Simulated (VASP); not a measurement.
# CsPbI2Br (P4/mmm) in VASP: single point with PBEsol

Aim: the single point of CsPbI2Br with PBEsol.

Program: VASP 6.6.1. These are calculated values, not measurements. Logs are shortened: lines on timing, memory, paths and dates and some standing lists are left out, and cuts for length are marked.

**1. The crystal as given**

It takes space group P4/mmm (No. 123, tetragonal). Conventional cell: a = 6.375 Å, b = 6.375 Å, c = 5.962 Å, α = 90.00°, β = 90.00°, γ = 90.00°. Around Cs (site symmetry 4/mmm) lie 8 I at 4.36 Å. Pb (site symmetry 4/mmm) is surrounded by 2 Br at 2.98 Å and 4 I at 3.19 Å. Around I (site symmetry mmm) lie 2 Pb at 3.19 Å. Br (site symmetry 4/mmm) is surrounded by 2 Pb at 2.98 Å.

The cell comes from a database or a generator and needn't be the stable form of this composition.

**2. Single point, PBEsol**

INCAR

```
PREC = Accurate ; ENCUT = 520
EDIFF = 1E-6 ; ISMEAR = 0
SIGMA = 0.05 ; LREAL = False
LASPH = True ; NELM = 100
ALGO = Fast ; ISIF = 2
LWAVE = False ; LCHARG = False
GGA = PS ; NBANDS = 30
```

KPOINTS

```
Automatic mesh
0
Gamma
  4 4 6
```

POSCAR

```
CsPbI2Br
1.0
    6.3752960000      0.0000000000      0.0000000000
    0.0000000000      6.3752960000      0.0000000000
    0.0000000000      0.0000000000      5.9622200000
Cs Pb I Br
1 1 2 1
Direct
    0.5000000000      0.5000000000      0.5000000000
    0.0000000000      0.0000000000      0.0000000000
    0.0000000000      0.5000000000      0.0000000000
    0.5000000000      0.0000000000      0.0000000000
    0.0000000000      0.0000000000      0.5000000000
```

Potentials or basis: VASP PAW PBE potentials, release 64 (Cs_sv, Pb_d, I, Br).

On the command line:

```bash
$ cat potpaw_PBE.64/Cs_sv/POTCAR potpaw_PBE.64/Pb_d/POTCAR potpaw_PBE.64/I/POTCAR potpaw_PBE.64/Br/POTCAR > POTCAR
$ mpirun -np 1 vasp_std > vasp.out
```

OUTCAR:

```text
PREC = Accurate
   ENCUT = 520
   EDIFF = 1E-6
   ISMEAR = 0
   LREAL = False
   LASPH = True
   NELM = 100
   ISIF = 2
   GGA = PS

 ion  position               nearest neighbor table
   1  0.500  0.500  0.500-
   2  0.000  0.000  0.000-   5 2.98   5 2.98   3 3.19   4 3.19   3 3.19   4 3.19
   3  0.000  0.500  0.000-   2 3.19   2 3.19
   4  0.500  0.000  0.000-   2 3.19   2 3.19
   5  0.000  0.000  0.500-   2 2.98   2 2.98

  LATTYP: Found a simple tetragonal cell.
 ALAT       =     6.3752960000
 C/A-ratio  =     0.9352067731

  Lattice vectors:

 A1 = (   6.3752960000,   0.0000000000,   0.0000000000)
 A2 = (   0.0000000000,   6.3752960000,   0.0000000000)
 A3 = (   0.0000000000,   0.0000000000,   5.9622200000)

Analysis of symmetry for initial positions (statically):
=====================================================================
 Subroutine PRICEL returns:
 Original cell was already a primitive cell.

 Routine SETGRP: Setting up the symmetry group for a
 simple tetragonal supercell.

 Subroutine GETGRP returns: Found 16 space group operations
 (whereof 16 operations were pure point group operations)
 out of a pool of 16 trial point group operations.

The static configuration has the point symmetry D_4h.

Analysis of symmetry for dynamics (positions and initial velocities):
=====================================================================
 Subroutine PRICEL returns:
 Original cell was already a primitive cell.

 Routine SETGRP: Setting up the symmetry group for a
 simple tetragonal supercell.

 Subroutine GETGRP returns: Found 16 space group operations
 (whereof 16 operations were pure point group operations)
 out of a pool of 16 trial point group operations.

The dynamic configuration has the point symmetry D_4h.

 Subroutine INISYM returns: Found 16 space group operations
 (whereof 16 operations are pure point group operations),
 and found     1 'primitive' translations

----------------------------------------------------------------------------------------

                                     Primitive cell

  volume of cell :     242.3308

  direct lattice vectors                    reciprocal lattice vectors
     6.375296000  0.000000000  0.000000000     0.156855462  0.000000000  0.000000000
     0.000000000  6.375296000  0.000000000     0.000000000  0.156855462  0.000000000
     0.000000000  0.000000000  5.962220000     0.000000000  0.000000000  0.167722761

  length of vectors
     6.375296000  6.375296000  5.962220000     0.156855462  0.156855462  0.167722761

[... 89 lines left out ...]
   IBRION =     -1    ionic relax: 0-MD 1-quasi-New 2-CG
   NFREE  =      0    steps in history (QN), initial steepest desc. (CG)
   ISIF   =      2    stress and relaxation
   ISYM   =      2    0-nonsym 1-usesym 2-fastsym
   POTIM  = 0.5000    time-step for ionic-motion
   TEBEG  =    0.0;   TEEND  =   0.0 temperature during run
   PSTRESS=    0.0 pullay stress
   NELECT =      44.0000    total number of electrons
   NUPDOWN=      -1.0000    fix difference up-down
   EMIN   =  10.00;   EMAX   =-10.00  energy-range for DOS
   EFERMI =   0.00;   METHOD = LEGACY
   ISMEAR =     0;   SIGMA  =   0.05  broadening in eV -4-tet -1-fermi 0-gaus
   EFERMI_NEDOS =   21; number of points for ismear=-14 and -15
   IALGO  =     68    algorithm
   IMIX   =      4    mixing-type and parameters
     AMIX     =   0.40;   BMIX     =  1.00
     AMIX_MAG =   1.60;   BMIX_MAG =  1.00
  volume/ion in A,a.u.               =      48.47       327.07
  Fermi-wavevector in a.u.,A,eV,Ry     =   0.927021  1.751815 11.692406  0.859368
  Thomas-Fermi vector in A             =   2.053046
   LORBIT       =      0    0 simple, 1 ext, 2 COOP (PROOUT), +10 PAW based schemes
   GGA     = PS    functional components
   LHFCALC =     F    Hartree Fock is set to
   AEXX    =    0.0000 exact exchange contribution
   IVDW    =     0    specifies the selected vdW correction
   LEPSILON=     F    determine dielectric tensor
   LRPA    =     F    only Hartree local field effects (RPA)
 non-spin polarized calculation
 RMM-DIIS sequential band-by-band and
 Gauss-broadening in eV      SIGMA  =   0.05
  energy-cutoff  :      520.00
  volume of cell :      242.33
 maximum number of plane-waves:      6558
 NGX is ok and might be reduce to    48
   NGX = 23   NGY = 23   NGZ = 23

 number of electron      43.9999998 magnetization

 Free energy of the ion-electron system (eV)
  ---------------------------------------------------
  ext. energy  EPLUGINS =         0.00000000
  ---------------------------------------------------
  free energy    TOTEN  =       -15.56319387 eV

  energy without entropy =      -15.56319387  energy(sigma->0) =      -15.56319387

 E-fermi :   1.3769     XC(G=0):  -7.4752

 val. band max:        1.1247954183   @ k =   0.5000   0.5000   0.5000
 cond. band min:       2.5093421048   @ k =   0.5000   0.5000   0.5000
 fundamental gap:      1.3845466865
 Fermi energy:         1.3768525637

 k-point     1 :       0.0000    0.0000    0.0000
  band No.  band energies     occupation
      1     -20.1961      2.00000
      2     -15.5095      2.00000
      3     -15.4896      2.00000
      4     -15.4331      2.00000
      5     -15.4149      2.00000
      6     -15.4149      2.00000
[... 781 lines left out ...]
     29       6.2561      0.00000
     30       7.1528      0.00000

------------------------ aborting loop because EDIFF is reached ----------------------------------------

  FORCE on cell =-STRESS in cart. coord.  units (eV):
  Direction    XX          YY          ZZ          XY          YZ          ZX
  --------------------------------------------------------------------------------------
  -------------------------------------------------------------------------------------
  Total       -1.1476268     -1.1476268     -1.4574650      0.0000000      0.0000000      0.0000000
  in kB       -7.5875670     -7.5875670     -9.6360716      0.0000000      0.0000000      0.0000000
  external PRESSURE =      -8.2704019 kB  Pullay stress =       0.0000000 kB

 VOLUME and BASIS-vectors are now :
 -----------------------------------------------------------------------------
  energy-cutoff  :      520.00
  volume of cell :      242.33
      direct lattice vectors                 reciprocal lattice vectors
     6.375296000  0.000000000  0.000000000     0.156855462  0.000000000  0.000000000
     0.000000000  6.375296000  0.000000000     0.000000000  0.156855462  0.000000000
     0.000000000  0.000000000  5.962220000     0.000000000  0.000000000  0.167722761

 POSITION                                       TOTAL-FORCE (eV/Angst)
 -----------------------------------------------------------------------------------
      3.18765      3.18765      2.98111         0.000000      0.000000      0.000000
      0.00000      0.00000      0.00000         0.000000      0.000000      0.000000
      0.00000      3.18765      0.00000         0.000000      0.000000      0.000000
      3.18765      0.00000      0.00000         0.000000      0.000000      0.000000
      0.00000      0.00000      2.98111         0.000000      0.000000      0.000000
 -----------------------------------------------------------------------------------
    total drift:                                0.000000     -0.000000      0.000000

  FREE ENERGIE OF THE ION-ELECTRON SYSTEM (eV)
  ---------------------------------------------------
  free  energy   TOTEN  =       -15.5631938731 eV

  energy  without entropy=      -15.5631938731  energy(sigma->0) =      -15.56319387
```

It took 2 min on 1 thread of Intel Xeon Platinum 8488C (Sapphire Rapids), shared host; peak memory 0.45 GiB.

What came out:

```
Free energy            : -15.5632 eV
Pressure               : -0.8 GPa
Band gap on the k mesh : 1.38 eV, direct
```

Stress tensor (GPa, compression positive):
```
-0.76  0.00  0.00
 0.00 -0.76  0.00
 0.00  0.00 -0.96
```

Caveat: the PAW data sets were made with another functional, which shifts forces and pressure a little; spin-orbit coupling is left out, which as a rule narrows the gap of such compounds by several tenths of an eV. A k mesh can miss the band edges.
